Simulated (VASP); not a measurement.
Level of theory: PBE GGA + U (Dudarev), VASP's PBE PAW potentials (set 64) (plane waves; VASP).

VASP input:

**KPOINTS**
```
Automatic mesh
0
gamma
  4 4 6
0 0 0
```

POSCAR:
```
MnF2
1
    4.9490744737     0.0000000000     0.0000000000
    0.0000000000     4.9490744737     0.0000000000
    0.0000000000     0.0000000000     3.3703429635
Mn F
2 4
Direct
  0.0000000000   0.0000000000   0.0000000000
  0.5000000000   0.5000000000   0.5000000000
  0.3047737998   0.3047737998   0.0000000000
  0.8047737998   0.1952262002   0.5000000000
  0.1952262002   0.8047737998   0.5000000000
  0.6952262002   0.6952262002   0.0000000000
```

### INCAR
```
SYSTEM=MnF2
PREC=Accurate; ENCUT=520; LREAL=.FALSE.
LASPH=.TRUE.
EDIFF=1E-6; NELM=100; ALGO=Normal
LMAXMIX=4
ISMEAR=0; SIGMA=0.05
GGA=PE
MAGMOM=5.0 5.0 0.0 0.0 0.0 0.0
ISPIN=2
LDAUL=2 -1
LDAUU=3.9 0
LDAUJ=0 0
LDAU=.TRUE.; LDAUTYPE=2; LDAUPRINT=1
IBRION=2; NSW=60; ISIF=3
EDIFFG=-0.02
LWAVE=.FALSE.; LCHARG=.FALSE.; LORBIT=10
```

POTCAR, in this order: Mn_pv F (PBE.64 set). Program: vasp_std.

The resulting files:

OUTCAR:
```
 ion  position               nearest neighbor table
   1  0.000  0.000  0.000-   3 2.13   6 2.13   5 2.17   4 2.17   4 2.17   5 2.17
   2  0.500  0.500  0.500-   4 2.13   5 2.13   3 2.17   6 2.17   3 2.17   6 2.17
   3  0.305  0.305  0.000-   1 2.13   2 2.17   2 2.17
   4  0.805  0.195  0.500-   2 2.13   1 2.17   1 2.17
   5  0.195  0.805  0.500-   2 2.13   1 2.17   1 2.17
   6  0.695  0.695  0.000-   1 2.13   2 2.17   2 2.17
  LATTYP: Found a simple tetragonal cell.
 ALAT       =     4.9490744737
 C/A-ratio  =     0.6810046972
 Subroutine PRICEL returns:
 Original cell was already a primitive cell.
 Subroutine GETGRP returns: Found 16 space group operations
The static configuration has the point symmetry D_2h.
 The point group associated with its full space group is D_4h.
The dynamic configuration has the point symmetry D_2h.
The overall configuration has the point symmetry D_2h.
 Subroutine INISYM returns: Found 16 space group operations
 Subroutine IBZKPT returns following result:
 Found     24 irreducible k-points:

 Following reciprocal coordinates:
            Coordinates               Weight
  0.000000  0.000000  0.000000      1.000000
  0.250000  0.000000  0.000000      4.000000
  0.500000  0.000000  0.000000      2.000000
  0.250000  0.250000  0.000000      4.000000
  0.500000  0.250000  0.000000      4.000000
  0.500000  0.500000  0.000000      1.000000
  0.000000  0.000000  0.166667      2.000000
  0.250000  0.000000  0.166667      8.000000
  0.500000  0.000000  0.166667      4.000000
  0.250000  0.250000  0.166667      8.000000
  0.500000  0.250000  0.166667      8.000000
  0.500000  0.500000  0.166667      2.000000
  0.000000  0.000000  0.333333      2.000000
  0.250000  0.000000  0.333333      8.000000
  0.500000  0.000000  0.333333      4.000000
  0.250000  0.250000  0.333333      8.000000
  0.500000  0.250000  0.333333      8.000000
  0.500000  0.500000  0.333333      2.000000
  0.000000  0.000000  0.500000      1.000000
  0.250000  0.000000  0.500000      4.000000
  0.500000  0.000000  0.500000      2.000000
  0.250000  0.250000  0.500000      4.000000
  0.500000  0.250000  0.500000      4.000000
  0.500000  0.500000  0.500000      1.000000
   k-points           NKPTS =     24   k-points in BZ     NKDIM =     24   number of bands    NBANDS=     37
   number of dos      NEDOS =    301   number of ions     NIONS =      6
   total plane-waves  NPLWV =  44800
   dimension x,y,z NGX =    40 NGY =   40 NGZ =   28
   dimension x,y,z NGXF=    80 NGYF=   80 NGZF=   56
   ions per type =               2   4
   PREC   = accura    normal or accurate (medium, high low for compatibility)
   ISTART =      0    job   : 0-new  1-cont  2-samecut
   ICHARG =      2    charge: 1-file 2-atom 10-const
   ISPIN  =      2    spin polarized calculation?
   LNONCOLLINEAR =      F non collinear calculations
   LSORBIT =      F    spin-orbit coupling
   INIWAV =      1    electr: 0-lowe 1-rand  2-diag
   ENCUT  =  520.0 eV  38.22 Ry    6.18 a.u.   9.20  9.20  6.27*2*pi/ulx,y,z
   NELM   =    100;   NELMIN=  2; NELMDL= -5     # of ELM steps
   EDIFF  = 0.1E-05   stopping-criterion for ELM
   LREAL  =      F    real-space projection
   NLSPLINE    = F    spline interpolate recip. space projectors
   LMAXMIX     =    4 max onsite mixed and CHGCAR
   VOSKOWN=      0    Vosko Wilk Nusair interpolation
   EDIFFG = -.2E-01   stopping-criterion for IOM
   NSW    =     60    number of steps for IOM
   NBLOCK =      1;   KBLOCK =     60    inner block; outer block
   IBRION =      2    ionic relax: 0-MD 1-quasi-New 2-CG
   NFREE  =      1    steps in history (QN), initial steepest desc. (CG)
   ISIF   =      3    stress and relaxation
   ISYM   =      2    0-nonsym 1-usesym 2-fastsym
   TEIN   =    0.0    initial temperature
...
```

**OSZICAR**
```
       N       E                     dE             d eps       ncg     rms          rms(c)
DAV:   1     0.688023105190E+03    0.68802E+03   -0.30624E+04  3640   0.164E+03
DAV:   2     0.251843521777E+02   -0.66284E+03   -0.61786E+03  3839   0.481E+02
DAV:   3    -0.380175875260E+02   -0.63202E+02   -0.62578E+02  3922   0.161E+02
DAV:   4    -0.391161970862E+02   -0.10986E+01   -0.10974E+01  3850   0.233E+01
DAV:   5    -0.391298636171E+02   -0.13667E-01   -0.13666E-01  3891   0.269E+00    0.196E+01
DAV:   6    -0.369071044130E+02    0.22228E+01   -0.19293E+01  3950   0.327E+01    0.142E+01
DAV:   7    -0.376057985928E+02   -0.69869E+00   -0.16387E+00  3777   0.108E+01    0.966E+00
DAV:   8    -0.364286192154E+02    0.11772E+01   -0.61049E-01  3878   0.839E+00    0.452E+00
DAV:   9    -0.378946139333E+02   -0.14660E+01   -0.16349E-01  3905   0.552E+00    0.120E+00
DAV:  10    -0.379051794810E+02   -0.10566E-01   -0.43206E-02  3805   0.170E+00    0.294E-01
DAV:  11    -0.379059598419E+02   -0.78036E-03   -0.25813E-03  3917   0.324E-01    0.117E-01
DAV:  12    -0.379062252854E+02   -0.26544E-03   -0.97047E-04  3802   0.264E-01    0.809E-02
DAV:  13    -0.379062206091E+02    0.46763E-05   -0.11316E-04  3762   0.711E-02    0.478E-02
DAV:  14    -0.379062338943E+02   -0.13285E-04   -0.47962E-05  3722   0.419E-02    0.141E-02
DAV:  15    -0.379062421311E+02   -0.82367E-05   -0.28473E-06  3160   0.158E-02    0.577E-03
DAV:  16    -0.379062421470E+02   -0.15986E-07   -0.71249E-07  2253   0.579E-03
   1 F= -.37906242E+02 E0= -.37906242E+02  d E =-.379062E+02  mag=    10.0000
       N       E                     dE             d eps       ncg     rms          rms(c)
DAV:   1    -0.379097073689E+02   -0.34652E-02   -0.23103E-01  3637   0.335E+00    0.464E-01
DAV:   2    -0.379077266411E+02    0.19807E-02   -0.76210E-03  3890   0.669E-01    0.286E-01
DAV:   3    -0.379073258718E+02    0.40077E-03   -0.51864E-04  3867   0.210E-01    0.144E-01
DAV:   4    -0.379071142167E+02    0.21166E-03   -0.19740E-04  4315   0.105E-01    0.592E-02
DAV:   5    -0.379070939669E+02    0.20250E-04   -0.59162E-05  3922   0.603E-02    0.270E-02
DAV:   6    -0.379070945707E+02   -0.60380E-06   -0.51785E-06  3326   0.181E-02
   2 F= -.37907095E+02 E0= -.37907095E+02  d E =-.852424E-03  mag=    10.0000
       N       E                     dE             d eps       ncg     rms          rms(c)
DAV:   1    -0.379114581436E+02   -0.43642E-02   -0.34420E-01  3612   0.408E+00    0.566E-01
DAV:   2    -0.379085148604E+02    0.29433E-02   -0.11347E-02  3890   0.820E-01    0.350E-01
DAV:   3    -0.379079186316E+02    0.59623E-03   -0.76986E-04  3849   0.257E-01    0.175E-01
DAV:   4    -0.379076027629E+02    0.31587E-03   -0.29482E-04  4327   0.129E-01    0.722E-02
DAV:   5    -0.379075728377E+02    0.29925E-04   -0.89374E-05  3881   0.744E-02    0.331E-02
DAV:   6    -0.379075737284E+02   -0.89070E-06   -0.80286E-06  3532   0.224E-02
   3 F= -.37907574E+02 E0= -.37907574E+02  d E =-.133158E-02  mag=    10.0000
```

OUTCAR:
```
------------------------ aborting loop because EDIFF is reached ----------------------------------------
  FORCE on cell =-STRESS in cart. coord.  units (eV):
  Direction    XX          YY          ZZ          XY          YZ          ZX
  --------------------------------------------------------------------------------------
  Total        0.0048067      0.0048067     -0.0923296      0.0000000      0.0000000      0.0000000
  in kB        0.0930548      0.0930548     -1.7874576      0.0000000      0.0000000      0.0000000
  external PRESSURE =      -0.5337826 kB  Pullay stress =       0.0000000 kB
  volume of cell :       82.76
      direct lattice vectors                 reciprocal lattice vectors
     4.964451543 -0.000000000  0.000000000     0.201432120  0.000000000  0.000000000
    -0.000000000  4.964451543  0.000000000     0.000000000  0.201432120  0.000000000
     0.000000000  0.000000000  3.357940799     0.000000000  0.000000000  0.297801557
 POSITION                                       TOTAL-FORCE (eV/Angst)
 -----------------------------------------------------------------------------------
      0.00000      0.00000      0.00000        -0.000000      0.000000      0.000000
      2.48223      2.48223      1.67897         0.000000      0.000000      0.000000
      1.51557      1.51557      0.00000        -0.001085     -0.001085      0.000000
      3.99780      0.96665      1.67897        -0.001085      0.001085     -0.000000
      0.96665      3.99780      1.67897         0.001085     -0.001085      0.000000
      3.44888      3.44888      0.00000         0.001085      0.001085     -0.000000
 -----------------------------------------------------------------------------------
    total drift:                                0.000000     -0.000000     -0.000000
  FREE ENERGIE OF THE ION-ELECTRON SYSTEM (eV)
  ---------------------------------------------------
  free  energy   TOTEN  =       -37.9075737284 eV

  energy  without entropy=      -37.9075737284  energy(sigma->0) =      -37.90757373

 total charge

# of ion       s       p       d       tot
------------------------------------------
    1        0.155   6.132   4.929  11.216
    2        0.155   6.132   4.929  11.216
    3        1.733   4.368   0.000   6.101
    4        1.733   4.368   0.000   6.101
    5        1.733   4.368   0.000   6.101
    6        1.733   4.368   0.000   6.101
--------------------------------------------------
tot          7.243  29.734   9.858  46.835

 magnetization (x)

# of ion       s       p       d       tot
------------------------------------------
    1        0.023   0.020   4.650   4.694
    2        0.023   0.020   4.650   4.694
    3        0.006   0.047   0.000   0.053
    4        0.006   0.047   0.000   0.053
    5        0.006   0.047   0.000   0.053
    6        0.006   0.047   0.000   0.053
--------------------------------------------------
tot          0.072   0.229   9.301   9.601

 reached required accuracy - stopping structural energy minimisation
```
(Selected blocks of OUTCAR.)

**CONTCAR**
```
MnF2
   1.00000000000000
     4.9644515428268354   -0.0000000000000000    0.0000000000000000
    -0.0000000000000000    4.9644515428268354    0.0000000000000000
     0.0000000000000000    0.0000000000000000    3.3579407992338988
  Mn              F
     2     4
Direct
     0.0000000000000000    0.0000000000000000    0.0000000000000000
     0.5000000000000000    0.5000000000000000    0.5000000000000000
     0.3052854794411178    0.3052854794411178    0.0000000000000000
     0.8052854794411178    0.1947145205588822    0.5000000000000000
     0.1947145205588822    0.8052854794411178    0.5000000000000000
     0.6947145205588822    0.6947145205588822    0.0000000000000000
```

File OUTCAR:
```
 val. band max:        1.4583984388   @ k =   0.0000   0.0000   0.0000

 cond. band min:       3.9533854111   @ k =   0.0000   0.0000   0.0000


 Fermi energy:         1.6844938582

 spin component 1

 k-point     1 :       0.0000    0.0000    0.0000
  band No.  band energies     occupation
      1     -47.3376      1.00000
      2     -47.3376      1.00000
      3     -47.2851      1.00000
      4     -47.2851      1.00000
      5     -47.2787      1.00000
      6     -47.2774      1.00000
      7     -21.3637      1.00000
      8     -20.9336      1.00000
      9     -20.8589      1.00000
     10     -20.8589      1.00000
     11      -5.1156      1.00000
     12      -4.7349      1.00000
     13      -3.9266      1.00000
     14      -3.9266      1.00000
     15      -3.7856      1.00000
     16      -2.9061      1.00000
     17      -2.8938      1.00000
     18      -2.8938      1.00000
     19      -2.0313      1.00000
     20      -1.6136      1.00000
     21      -1.6136      1.00000
     22      -1.3577      1.00000
     23      -1.2557      1.00000
     24      -1.1162      1.00000
     25      -1.0882      1.00000
     26      -1.0867      1.00000
     27      -1.0867      1.00000
     28      -0.6533      1.00000
     29      -0.0962      1.00000
     30       0.9502      1.00000
     31       0.9502      1.00000
     32       1.4584      1.00000
     33       3.9534      0.00000
     34       9.3330      0.00000
     35       9.3330      0.00000
     36      10.2504      0.00000
     37      12.2465      0.00000

 k-point     2 :       0.2500    0.0000    0.0000
  band No.  band energies     occupation
      1     -47.3376      1.00000
      2     -47.3375      1.00000
      3     -47.2851      1.00000
      4     -47.2851      1.00000
      5     -47.2785      1.00000
      6     -47.2776      1.00000
      7     -21.3019      1.00000
      8     -20.9959      1.00000
      9     -20.8617      1.00000
...
```

The moments were started parallel, and other spin orders were not tried in this run.

The compound is MnF2 in the rutile structure. This run relaxes it. Symmetry was kept, so distortions that lower it aren't found. The start is the result of an earlier pass.
